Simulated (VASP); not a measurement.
Computed with PBE GGA, VASP's PBE PAW potentials (set 64) (plane waves; VASP 6.6.1).

The input files of a VASP run:

### POSCAR
```
SnTe
1
    0.0000000000     3.1600000000     3.1600000000
    3.1600000000     0.0000000000     3.1600000000
    3.1600000000     3.1600000000     0.0000000000
Sn Te
1 1
Direct
  0.0000000000   0.0000000000   0.0000000000
  0.5000000000   0.5000000000   0.5000000000
```

KPOINTS:
```
Automatic
0
G
7 7 7
```

INCAR:
```
! general
SYSTEM   =  SnTe
PREC     =  Accurate
ENCUT    =  300
LREAL    =  .FALSE.
LASPH    =  .TRUE.

! electronic loop
EDIFF    =  1E-6
NELM     =  100
ALGO     =  Normal
LMAXMIX  =  4

! smearing
ISMEAR   =  0
SIGMA    =  0.05

! functional
GGA      =  PE

! ions
ISIF     =  2

! output
LWAVE    =  .FALSE.
LCHARG   =  .FALSE.
```

POTCAR, in this order: Sn_d Te (PBE.64 set). Program: vasp_std.

The run wrote:

**OSZICAR**
```
       N       E                     dE             d eps       ncg     rms          rms(c)
DAV:   1     0.100333597199E+03    0.10033E+03   -0.72728E+03   566   0.112E+03
DAV:   2    -0.258423641588E+00   -0.10059E+03   -0.98786E+02   620   0.286E+02
DAV:   3    -0.743607119508E+01   -0.71776E+01   -0.71260E+01   722   0.820E+01
DAV:   4    -0.759761142269E+01   -0.16154E+00   -0.16151E+00   648   0.134E+01
DAV:   5    -0.760446268102E+01   -0.68513E-02   -0.68512E-02   778   0.244E+00    0.465E+00
DAV:   6    -0.755165561008E+01    0.52807E-01   -0.13206E-01   722   0.254E+00    0.292E+00
DAV:   7    -0.755267289108E+01   -0.10173E-02   -0.51756E-02   652   0.123E+00    0.811E-01
DAV:   8    -0.755291208472E+01   -0.23919E-03   -0.73024E-03   656   0.775E-01    0.174E-01
DAV:   9    -0.755300474392E+01   -0.92659E-04   -0.55954E-04   678   0.266E-01    0.429E-02
DAV:  10    -0.755301302813E+01   -0.82842E-05   -0.84367E-05   626   0.857E-02    0.143E-02
DAV:  11    -0.755301900868E+01   -0.59806E-05   -0.44152E-05   638   0.590E-02    0.232E-02
DAV:  12    -0.755301805760E+01    0.95108E-06   -0.38335E-06   674   0.145E-02
   1 F= -.75530181E+01 E0= -.75530181E+01  d E =-.999727E-15
```

**OUTCAR**
```
------------------------ aborting loop because EDIFF is reached ----------------------------------------
  FORCE on cell =-STRESS in cart. coord.  units (eV):
  Direction    XX          YY          ZZ          XY          YZ          ZX
  --------------------------------------------------------------------------------------
  Total        0.6090801      0.6090801      0.6090801      0.0000000      0.0000000      0.0000000
  in kB       15.4629999     15.4629999     15.4629999      0.0000000      0.0000000      0.0000000
  external PRESSURE =      15.4629999 kB  Pullay stress =       0.0000000 kB
  volume of cell :       63.11
      direct lattice vectors                 reciprocal lattice vectors
     0.000000000  3.160000000  3.160000000    -0.158227848  0.158227848  0.158227848
     3.160000000  0.000000000  3.160000000     0.158227848 -0.158227848  0.158227848
     3.160000000  3.160000000  0.000000000     0.158227848  0.158227848 -0.158227848
 POSITION                                       TOTAL-FORCE (eV/Angst)
 -----------------------------------------------------------------------------------
      0.00000      0.00000      0.00000         0.000000     -0.000000      0.000000
      3.16000      3.16000      3.16000         0.000000      0.000000     -0.000000
 -----------------------------------------------------------------------------------
    total drift:                               -0.000000      0.000000      0.000000
  FREE ENERGIE OF THE ION-ELECTRON SYSTEM (eV)
  ---------------------------------------------------
  free  energy   TOTEN  =        -7.5530180576 eV

  energy  without entropy=       -7.5530180576  energy(sigma->0) =       -7.55301806
```
(Selected blocks of OUTCAR.)

At this cut-off the stress carries a Pulay error, which pulls relaxed volumes low.

The compound is SnTe in the rock salt structure, which distorts at low temperature. The cell was not relaxed at this level. The run is one of a series of settings (ENCUT = 300 against the base run), some of them coarse on purpose.
